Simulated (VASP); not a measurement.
# Bi2Se3 (Paraguanajuatite) with r2SCAN: from relaxation to properties

Aim: relax Bi2Se3 (Paraguanajuatite) with r2SCAN, compute its properties on that cell and hold them against experiment. The steps: relaxing cell and atoms (r2SCAN), second relaxation, single point with fields (r2SCAN), bands along the symmetry lines (r2SCAN), density of states (r2SCAN) and zone-centre phonons (r2SCAN). The start is a cell from a database of measured crystal structures.

Program: VASP 6.6.1. Level of theory: r2SCAN; plane waves and PAW (Bi_d, Se). Results are calculated unless marked as measured.

**What experiment says.**

“Structural and magneto-transport studies of iron intercalated Bi2Se3 single crystals” (2020, arxiv:2002.03609) reports for Bi2Se3, rhombohedral tetradymite, by powder XRD, Rietveld refinement (melt-grown crystal, powdered, 300 K): lattice constant a (a, hexagonal setting) 4.1375 ± 0.0006 Å; lattice constant c (c, hexagonal setting) 28.6307 ± 0.0009 Å.

This is a report of a sequence of runs, with most program output left out.

**1. Starting point**

Before any relaxation, the start is as follows. Symmetry: R-3m, No. 166, trigonal system. Conventional cell: a = 4.143 Å, b = 4.143 Å, c = 28.636 Å, α = 90.00°, β = 90.00°, γ = 120.00°. Nearest to Bi lie 6 Se at 2.85 to 3.07 Å. Nearest to Se lie 6 Bi at 3.07 Å. Se has 3 Bi at 2.85 Å nearest. Farther neighbours and most contacts between anions are not listed.

**2. Relaxing cell and atoms (r2SCAN)**

The start need not lie at this functional's minimum. ISIF = 3 frees volume, shape and positions, and EDIFFG sets the threshold on forces and stress at which the search stops. r2SCAN adds the kinetic-energy density, costs more than a GGA and is run with LASPH.

INCAR

```
SYSTEM = Bi2Se3
PREC = Accurate
ENCUT = 400
EDIFF = 1E-06
NELM = 100
ISMEAR = 0
SIGMA = 0.05
LREAL = .FALSE.
ALGO = Normal
METAGGA = R2SCAN
LASPH = .TRUE.
NBANDS = 30
LORBIT = 11
LWAVE = .FALSE.
LCHARG = .FALSE.
KPAR = 4
IBRION = 2
NSW = 60
ISIF = 3
EDIFFG = -0.01
```

POSCAR

```
Bi2Se3
1.0
    2.0715000000      1.1959810826      9.5453333333
   -2.0715000000      1.1959810826      9.5453333333
    0.0000000000     -2.3919621653      9.5453333333
Bi Se
2 3
Direct
    0.4008000000      0.4008000000      0.4008000000
    0.5992000000      0.5992000000      0.5992000000
    0.0000000000      0.0000000000      0.0000000000
    0.2117000000      0.2117000000      0.2117000000
    0.7883000000      0.7883000000      0.7883000000
```

KPOINTS

```
Automatic mesh
0
Gamma
6 6 6
0 0 0
```

PAW data sets: Bi_d and Se (PBE family, release 64).

Command:

```sh
$ mpirun -np 4 vasp_std
```

It took 43 min on 4 MPI ranks of Intel Xeon 6975P-C (Granite Rapids), shared host; peak memory 2.8 GiB; 2.9 h of CPU time.

The gap is read on the k-mesh alone, so it is an upper bound where the band edges lie off the mesh. The bonds form layers, held to each other by dispersion, which r2SCAN holds only at short range, so the spacing between them may come out too wide. The PAW data sets were made with PBE, which is usual practice but a small mismatch for other functionals. The run keeps the 12 symmetry operations of its start, so it cannot find a distortion of lower symmetry.

Step by step:

```tsv
step	energy less that of the first step (eV)	largest force (eV/Å)	pressure (GPa)	volume (Å³)
1	0.0000	0.0621	1.35	141.89
2	-0.0078	0.3108	-0.86	146.86
3	-0.0128	0.2136	-0.04	144.92
4	-0.0166	0.1658	-0.04	145.29
5	-0.0225	0.2083	-0.01	146.40
6	-0.0263	0.1682	-0.03	146.65
7	-0.0346	0.0612	-0.06	147.37
8	-0.0383	0.1753	-0.06	148.80
9	-0.0390	0.1073	-0.07	148.39
10	-0.0406	0.0216	0.36	148.40
11	-0.0407	0.0381	0.27	148.40
12	-0.0416	0.0384	-0.12	150.25
13	-0.0418	0.0139	0.01	149.64
14	-0.0418	0.0138	0.01	149.67
15	-0.0417	0.0269	-0.06	149.96
16	-0.0418	0.0159	0.00	149.69
17	-0.0418	0.0038	-0.02	149.77
```

```tsv
conventional cell, symmetrised	before	after	change
a (Å)	4.143	4.163	+0.5 %
b (Å)	4.143	4.163	+0.5 %
c (Å)	28.636	29.933	+4.5 %
volume (Å³/atom)	28.38	29.95	+5.6 %
```

The atoms that moved most (Å, as changes of fractional coordinates times the final cell):

```tsv
atom	dx	dy	dz	length
Se4	0.000	0.000	0.150	0.150
Se5	0.000	0.000	-0.150	0.150
Bi2	0.000	0.000	0.080	0.080
Bi1	0.000	0.000	-0.080	0.080
```

Final coordinates:

```
Bi Se
1.0
     2.08166    1.20185    9.97755
    -2.08166    1.20185    9.97755
     0.00000   -2.40369    9.97755
Bi Se
2 3
Cartesian
  0.0000 0.0000 11.9172
  0.0000 0.0000 18.0154
  0.0000 0.0000 0.0000
  0.0000 0.0000 6.4872
  0.0000 0.0000 23.4455
```

Numbers from this step:

* electrons: 48
* bands: 30
* irreducible k-points: 32
* symmetry operations: 12
* free energy (TOTEN): -162.0606 eV
* Fermi energy: 4.152 eV
* pressure: -0.01784 GPa
* metallic: no
* valence top at k: 0, 0, 0
* conduction bottom at k: 0, 0, 0
* least direct gap at k: 0, 0, 0
* SCF cycles over all ionic steps: 130
* gap on the k-mesh: 0.7630 eV
* least direct gap on the k-mesh: 0.7630 eV

It ends with a largest force of 0.004 eV/Å and a pressure of -0.02 GPa. The volume lies +5.6 % from that of the database's start.

**3. Second relaxation**

A relaxation keeps the plane waves of the cell it began with, so it is repeated from the new cell, on a basis made for it.

INCAR is that of step 2.

POSCAR

```
Bi2Se3
1.0
    2.0816586532      1.2018461838      9.9775547687
   -2.0816586532      1.2018461838      9.9775547687
    0.0000000000     -2.4036923677      9.9775547687
Bi Se
2 3
Direct
    0.3981350412      0.3981350412      0.3981350412
    0.6018649588      0.6018649588      0.6018649588
    0.0000000000      0.0000000000      0.0000000000
    0.2167256135      0.2167256135      0.2167256135
    0.7832743865      0.7832743865      0.7832743865
```

KPOINTS is that of step 2.

Command:

```sh
$ mpirun -np 4 vasp_std
```

It took 8.5 min on 4 MPI ranks; peak memory 3.3 GiB.

Little changed from the start: no atom moved by 0.005 Å and no cell edge by 0.1 %.

This step gave:

```
free energy (TOTEN)             : -162.0668 eV
Fermi energy                    : 4.149 eV
pressure                        : 0.01118 GPa
SCF cycles over all ionic steps : 18
gap on the k-mesh               : 0.7654 eV
least direct gap on the k-mesh  : 0.7654 eV
```

It ends with a largest force of 0.008 eV/Å and a pressure of 0.01 GPa. The volume moved by only 0.04 %, so the volume is settled.

**4. Single point with fields (r2SCAN)**

The relaxed cell gets a fresh self-consistent run, on a basis set for its own volume, to fix the density and to check the remaining stress.

INCAR, as its differences from that of step 3:

```diff
@@ -14,7 +14,5 @@
 LWAVE = .FALSE.
-LCHARG = .FALSE.
-KPAR = 4
-IBRION = 2
-NSW = 60
-ISIF = 3
-EDIFFG = -0.01
+LCHARG = .TRUE.
+ISIF = 2
+LELF = .TRUE.
+LVHAR = .TRUE.
```

POSCAR

```
Bi2Se3
1.0
    2.0815535032      1.2017854754      9.9825010735
   -2.0815535032      1.2017854754      9.9825010735
    0.0000000000     -2.4035709509      9.9825010735
Bi Se
2 3
Direct
    0.3981265378      0.3981265378      0.3981265378
    0.6018734622      0.6018734622      0.6018734622
    0.0000000000      0.0000000000      0.0000000000
    0.2167314190      0.2167314190      0.2167314190
    0.7832685810      0.7832685810      0.7832685810
```

KPOINTS is that of step 3.

Command:

```sh
$ mpirun -np 4 vasp_std
```

Elapsed: 6.5 min, on 4 MPI ranks; peak memory 1.4 GiB.

Numbers from this step:

```yaml
scf_cycles: 14
bands: 32
fermi_energy: 4.233 eV
pressure: -0.006067 GPa
gap_on_the_k_mesh: 0.7655 eV
least_direct_gap_on_the_k_mesh: 0.7655 eV
```

Valence electrons inside each PAW sphere by angular momentum. Sphere charges, by row:

```tsv
atom	s (e)	p (e)	d (e)	tot (e)
Bi1	1.594	1.029	9.954	12.58
Bi2	1.594	1.029	9.954	12.58
Se3	1.465	2.381	0.02	3.865
Se4	1.482	2.318	0.02	3.821
Se5	1.482	2.318	0.02	3.821
```

ELF in the ac plane of the cell as run, not the conventional one, at fractional y = 0.000, with atoms of Se within 0.2 Å of it. It is the smooth field of the valence electrons, not physical close to the nuclei.

Ten even steps from '0' (0.02) to '9' (0.88), each cell a mean:
```
65898410024665200133210003798
97789741013678752001110000268
89889973101478887410000000025
47999997311257899862000000001
03689999621125899997300000000
00247999852112589999851000000
10012588874112358999996100011
32100135775311235799999710013
55421112345311123479999961013
56664211112211112347999996102
36887532111110001223689998510
04788864221100000122357899850
01589998532210000011224688874
20169999864221001111111256776
41016999997432111233211113566
42001699999753211246642101234
22100169999985321136887420011
01000016999998531125899863100
00000000489999852112689998520
10000000037999975211379999974
51000000001589987420137999998
86200000000036888641013799889
89730000122101467753101389866
58973000134420014554200047985
```
Columns run along a (10.3 Å), rows up along c (10.3 Å). Atoms in or near the plane, at fractional coordinates: Se at (0.00, 0.00).

Electrostatic potential energy in the ac plane of the cell as run, not the conventional one, at fractional y = 0.000, with atoms of Se within 0.2 Å of it. With pseudopotentials it is smooth inside the atoms' cores, unlike the true potential.

Ten even steps from '0' (-38 eV) to '9' (5 eV), each cell a mean:
```
22048999999999999999999999850
10004899999999999999999999986
72000589999998889999999999999
98510168999998888899999999999
99874258999999876789999999999
99998777899999886457999999999
99999988899998888633689999999
99999999999998888862268999999
99999999999999888886336899999
99999999999999988888754689999
99988999899999998888887678999
99988889888999999988888888999
99998778888899999998889988899
99998756788888999999999999999
99999863478888899999999999999
99999986236888889999999999999
99999998622688889999989999999
99999999874368888999888889999
99999999998657899999986568999
99999999999877889999987302689
99999999999998889999998600037
69999999999999988999999840002
05899999999999999999999984011
30489999999999999999999998403
```
Columns run along a (10.3 Å; values clipped at the 3rd and 97th percentile), rows up along c (10.3 Å). Atoms in or near the plane, at fractional coordinates: Se at (0.00, 0.00).

Valence density in the ac plane of the cell as run, not the conventional one, at fractional y = 0.000, with atoms of Se within 0.2 Å of it. It is the smooth field of the valence electrons, not physical close to the nuclei.

Ten even steps from '0' (0.02 e/Å³) to '9' (0.84 e/Å³), each cell a mean:
```
10773100000111000000000001368
85488310000122110000000000026
58889731000123321000000000001
13799963100112454210000000000
01257875210012356641000000000
00013565321011246875200000000
00001233321101124798631000000
00000112221101112479863100000
01100001111100111247886310000
01111110000000001124678631000
01222211100000000112356652100
00234432111000000011123454210
00124554321100000001111233210
00013577532110000000011112211
00001368864211100011110001111
00000136897421110011111000000
00000013689742111012232110000
00000001258874211011344421000
00000000024676421001246764200
00000000001356531100125898631
10000000000123432100013699974
52000000000001222110001379678
86200000000000011110000137823
07731000000000000110000013770
```
Columns run along a (10.3 Å), rows up along c (10.3 Å). Atoms in or near the plane, at fractional coordinates: Se at (0.00, 0.00).

In this run the pressure is -0.01 GPa, small enough to go on.

**5. Bands along the symmetry lines (r2SCAN)**

The mesh alone shows little of the dispersion and can miss band extrema, so KPOINTS_OPT adds a path through the symmetry points after the self-consistent cycle.

INCAR, as its differences from that of step 4:

```diff
@@ -11,8 +11,6 @@
 LASPH = .TRUE.
-NBANDS = 30
+NBANDS = 39
 LORBIT = 11
 LWAVE = .FALSE.
-LCHARG = .TRUE.
-ISIF = 2
-LELF = .TRUE.
-LVHAR = .TRUE.
+LCHARG = .FALSE.
+KPAR = 4
```

POSCAR is that of step 4.

KPOINTS is that of step 4.

KPOINTS_OPT

```
Line mode
16
Line-mode
Reciprocal
  0.00000000   0.00000000   0.00000000 GAMMA
  0.50000000   0.00000000   0.00000000 L

  0.50000000   0.00000000   0.00000000 L
  0.50000000   0.17632904  -0.17632904 B1

  0.82367096   0.50000000   0.17632904 B
  0.50000000   0.50000000   0.50000000 Z

  0.50000000   0.50000000   0.50000000 Z
  0.00000000   0.00000000   0.00000000 GAMMA

  0.00000000   0.00000000   0.00000000 GAMMA
  0.33816452   0.00000000  -0.33816452 X

  0.66183548   0.33816452   0.00000000 Q
  0.50000000   0.50000000   0.00000000 F

  0.50000000   0.50000000   0.00000000 F
  0.66183548   0.66183548   0.17632904 P1

  0.66183548   0.66183548   0.17632904 P1
  0.50000000   0.50000000   0.50000000 Z

  0.50000000   0.00000000   0.00000000 L
  0.82367096   0.33816452   0.33816452 P
```

Command:

```sh
$ mpirun -np 4 vasp_std
```

It took 26 min on 4 MPI ranks; peak memory 3.6 GiB.

Spin-orbit coupling is off here; with elements this heavy it splits and shifts levels by tenths of an eV or more.

This step gave:

```yaml
bands: 39
fermi_energy: 4.244 eV
pressure: -0.004824 GPa
least_gap_on_mesh_and_path: 0.7655 eV
least_direct_gap_on_mesh_and_path: 0.7655 eV
```

Electronic bands along the path, in eV, zero at the valence-band top; v1 is the highest filled band, c1 the lowest empty one:

```tsv
point	v4	v3	v2	v1	c1	c2	c3	c4
Γ	-1.60	-1.07	-1.07	0.00	0.77	1.90	1.90	2.58
0.47 of the way	-1.32	-1.11	-1.08	-0.37	1.67	2.41	2.59	3.17
L	-2.54	-1.71	-1.14	-0.53	1.41	2.53	3.39	3.48
0.53 of the way	-2.35	-1.77	-1.27	-0.88	2.67	2.86	3.46	3.80
B1	-2.53	-1.65	-0.85	-0.58	2.21	2.82	3.20	4.33
jump to B	-2.53	-1.65	-0.85	-0.58	2.21	2.82	3.20	4.33
0.47 of the way	-1.68	-1.46	-0.83	-0.67	2.30	2.63	2.95	3.08
Z	-1.17	-1.15	-1.15	-0.29	0.94	2.05	2.05	2.54
0.47 of the way	-1.37	-1.11	-1.11	-0.16	0.87	1.98	1.98	2.56
Γ	-1.60	-1.07	-1.07	0.00	0.77	1.90	1.90	2.58
0.47 of the way	-2.17	-0.99	-0.47	-0.41	1.77	2.17	2.65	3.42
X	-2.71	-1.63	-0.89	-0.59	2.23	3.00	3.05	4.45
jump to Q	-2.71	-1.63	-0.89	-0.59	2.23	3.00	3.05	4.45
0.53 of the way	-2.67	-1.22	-0.77	-0.46	1.98	2.13	2.73	4.23
F	-1.78	-1.50	-1.34	-0.93	1.80	2.47	2.92	3.48
0.47 of the way	-1.89	-1.40	-1.33	-0.94	1.78	2.49	2.88	3.48
P1	-2.09	-1.29	-1.29	-0.93	1.72	2.58	2.79	3.49
0.47 of the way	-1.87	-1.28	-1.07	-0.27	1.55	2.49	2.90	3.34
Z	-1.17	-1.15	-1.15	-0.29	0.94	2.05	2.05	2.54
jump to L	-2.54	-1.71	-1.14	-0.53	1.41	2.53	3.39	3.48
0.47 of the way	-2.43	-1.54	-1.18	-0.66	1.52	2.60	3.05	3.52
P	-2.09	-1.29	-1.29	-0.93	1.72	2.58	2.79	3.49
```

Of the projections kept (Bi, Se), the largest for each band there; the rest of the weight can lie on other orbitals:

```tsv
point	v4	v3	v2	v1	c1	c2	c3	c4
Γ	Se 0.78	Se 0.94	Se 0.94	Se 0.82	Bi 0.73	Bi 0.77	Bi 0.77	Bi 0.63
L	Se 0.70	Se 0.89	Se 0.94	Se 0.80	Bi 0.63	Bi 0.64	Se 0.53	Se 0.55
B1	Se 0.64	Se 0.91	Se 0.86	Se 0.82	Bi 0.54	Bi 0.59	Bi 0.51	Bi 0.51
B	Se 0.64	Se 0.91	Se 0.86	Se 0.82	Bi 0.54	Bi 0.59	Bi 0.51	Bi 0.51
Z	Se 0.69	Se 0.95	Se 0.95	Se 0.76	Bi 0.61	Bi 0.73	Bi 0.73	Bi 0.65
Γ	Se 0.78	Se 0.94	Se 0.94	Se 0.82	Bi 0.73	Bi 0.77	Bi 0.77	Bi 0.63
```

The path finds the gap of the mesh within 0.02 eV, so the mesh comes close to both band edges.

**6. Density of states (r2SCAN)**

A density of states needs more k-points than a total energy; ISMEAR = -5 takes tetrahedra, and LORBIT projects the states on the PAW spheres. The mesh is finer than in the run before.

INCAR, as its differences from that of step 5:

```diff
@@ -5,3 +5,3 @@
 NELM = 100
-ISMEAR = 0
+ISMEAR = -5
 SIGMA = 0.05
@@ -16 +16,2 @@
 KPAR = 4
+NEDOS = 2001
```

POSCAR is that of step 5.

KPOINTS

```
Automatic mesh
0
Gamma
9 9 9
0 0 0
```

Command:

```sh
$ mpirun -np 4 vasp_std
```

It took 21 min on 4 MPI ranks; peak memory 3.5 GiB.

Numbers from this step:

```yaml
irreducible_k_points: 85
free_energy_toten: -162.0676 eV
fermi_energy: 3.966 eV
pressure: 0.01755 GPa
gap_on_the_k_mesh: 0.7618 eV
least_direct_gap_on_the_k_mesh: 0.7618 eV
```

The density of states has structure finer than the step of the table below, so its rows give means over 1 eV, whole bins alone (the curve runs from -12.0 to 6.17 eV). Peaks (eV: height): total -3.3: 5.73, -1.1: 6.87, -0.6: 6.66, 2.5: 6.32; Se p -1.6: 2.07, -1.4: 2.40, -1.1: 3.53, -0.6: 3.17; Bi p -4.2: 0.639, -3.3: 0.942, 2.5: 2.09, 4.2: 1.69; Bi s -10.8: 2.20, -10.3: 2.09, -0.6: 0.581; Se s -10.3: 0.626, -9.8: 0.606, -3.3: 0.0872, 1.9: 0.191.

States under -12.0 eV and over 6.2 eV are left out. The density of states by energy, zero at the valence-band top; means over each step; values in states/eV/cell:

```tsv
energy (eV)	total	Se p	Bi p	Bi s	Se s	Se d
-11	1.24	0.0357	0.00393	0.766	0.125	0.00332
-10	2.23	0.0552	0.0103	1.19	0.469	0.00458
-9	0.522	0.0107	0.00185	0.256	0.161	4.0e-4
-8	0.00743	1.1e-4	0	0.00357	0.00265	0
-7	0	0	0	0	0	0
-6	0	0	0	0	0	0
-5	1.09	0.283	0.188	9.5e-4	0.0107	0.00206
-4	2.85	0.833	0.475	0.0145	0.0249	0.00848
-3	4.66	1.54	0.732	0.0293	0.0554	0.0170
-2	3.84	1.52	0.448	0.0371	0.0417	0.0132
-1	4.69	2.29	0.103	0.211	0.0183	0.00742
0	0.879	0.424	0.0217	0.0766	0.00426	0.00143
1	0.174	0.0167	0.0580	0.00151	0.0126	0.00273
2	3.23	0.529	1.03	0.0172	0.130	0.0631
3	3.72	0.773	1.24	0.0338	0.0522	0.0853
4	3.31	0.878	1.09	0.00573	0.0375	0.0655
5	2.29	0.500	0.484	0.00194	0.0125	0.0847
```

The gap on this mesh is 0.76 eV. In the top eV of the valence band the largest shares in the PAW spheres are Se p 48 % and Bi s 8 %; in the lowest eV of the conduction band, Bi p 32 %, Se p 12 % and Se s 6 %. The rest lies in smaller channels or between the spheres.

**7. Zone-centre phonons (r2SCAN)**

Zone-centre modes test whether the atoms sit at a minimum within this cell. IBRION = 6 takes the force constants from differences of forces between displaced cells, so the forces must be tight.

INCAR

```
SYSTEM = Bi2Se3
PREC = Accurate
ENCUT = 400
EDIFF = 1E-08
NELM = 100
ISMEAR = 0
SIGMA = 0.05
LREAL = .FALSE.
ALGO = Normal
METAGGA = R2SCAN
LASPH = .TRUE.
NBANDS = 30
LORBIT = 11
LWAVE = .FALSE.
LCHARG = .FALSE.
KPAR = 4
IBRION = 6
NFREE = 2
POTIM = 0.015
ISIF = 2
NSW = 1
```

POSCAR is that of step 6.

KPOINTS

```
Automatic mesh
0
Gamma
6 6 6
0 0 0
```

Command:

```sh
$ mpirun -np 4 vasp_std
```

Wall time 63 min (4 MPI ranks).

The run was stopped at its time limit, by a STOPCAR file.

More ranks or a longer limit would be the way on.

**8. What came out**

- relaxed volume: 29.97 Å³/atom
- relaxed conventional cell a, b, c: 4.163, 4.163, 29.948 Å; angles 90.0, 90.0, 120.0°
- space group after relaxing, within 0.02 Å: R-3m (No. 166)
- band gap: 0.765 eV, direct
- gap among the points of the DOS mesh alone, an upper bound: 0.762 eV

In words: With r2SCAN, Bi2Se3 (Paraguanajuatite) relaxes to 29.97 Å³/atom in space group R-3m (held by the symmetry of the run) and has a direct gap of 0.765 eV. Against the listed cell the volume lies +5.6 % (a +0.5 %, c +4.6 %). Not obtained: zone-centre phonons (r2SCAN), because the run hit its time limit. Bands along the symmetry lines (r2SCAN): On this path the gap is direct, 0.77 eV, with the valence top at Γ and the conduction bottom at Γ. Experiment finds a gap of 0.35 eV (arxiv:1602.05854); the computed 0.77 eV is not graded against it, since it lacks spin-orbit coupling or the sample's magnetic order. Spin-orbit coupling is left out, and with elements this heavy it would split and shift bands near the edges, and it can change the kind of a small gap. The bonds form layers, and without a dispersion term the spacing between them, and what depends on it, is unreliable. No search among competing phases was made, and a listed structure need not be the one stable at ambient conditions. All values are for a static lattice at zero temperature.

Comparison with the measured values:

| quantity | measured | r2SCAN |
| --- | --- | --- |
| lattice constant a (Å) | 4.1375 | 4.163 (+0.6 %) |
| lattice constant c (Å) | 28.6307 | 29.948 (+4.6 %) |

Measured values from arxiv:2002.03609 (2020).

Verdict: The lattice constant a is off by +0.6 %: good agreement. The lattice constant c is off by +4.6 %: a clear miss. The grades are ours: good and fair within 0.7 and 1.5 % for the lattice constant a and 0.8 and 2 % for the lattice constant c. For lattice constants the calculation has a static lattice, without zero-point motion or thermal expansion (measured at up to 300 K). As a rule both would widen the computed cell, so the excess over experiment is if anything larger than shown.

[Lines on the potential files, build, host, timing and source positions are cut from VASP's logs without a mark.]

[Logs are printed without paths, hosts, clocks, repeated set-up lines and the standing remarks that a program may print on its own settings, such as how far it seeks lower states.]

[Hosts, paths, dates, database ids (printed as entryN), source tags and the programs' standing remarks are cut or masked in the printed files.]

[A measured line is paired with the nearest computed mode of its activity, which favours agreement.]
